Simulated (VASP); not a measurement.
GaAs:

```
Ga As
1.0
     0.00000    2.81943    2.84063
     2.81943    0.00000    2.84063
     2.81943    2.81943    0.00000
Ga As
1 1
Direct
  0.00000 0.00000 0.00000
  0.25000 0.25000 0.25000
```

The cell was built by a generator and isn't the measured one.

Base run:

| Property | Result |
| --- | --- |
| Program | VASP 6.6.1 |
| Functional | r2SCAN |
| Potentials or basis | VASP PAW PBE potentials, release 64 (Ga_d, As) |
| Cutoff | 600 eV |
| k mesh | 12 × 12 × 12 |
| Occupations | gaussian, width 0.02 eV |
| Spin | no spin polarisation |

Its results: band gap on the k mesh 0.98 eV, direct; pressure 0.6 GPa.

The run is repeated on the same cell with these changes: functional from r2SCAN to PBE. What comes out?

Band gap on the k mesh 0.51 eV, direct; pressure 3.5 GPa.

r2SCAN gives the wider gap, since meta-GGAs in the generalised Kohn-Sham scheme recover part of the derivative discontinuity.

Caveats: the PAW data sets were made with another functional, which shifts forces and pressure a little (some runs).

A k mesh can miss the band edges.

Not every run made on this cell is shown here.
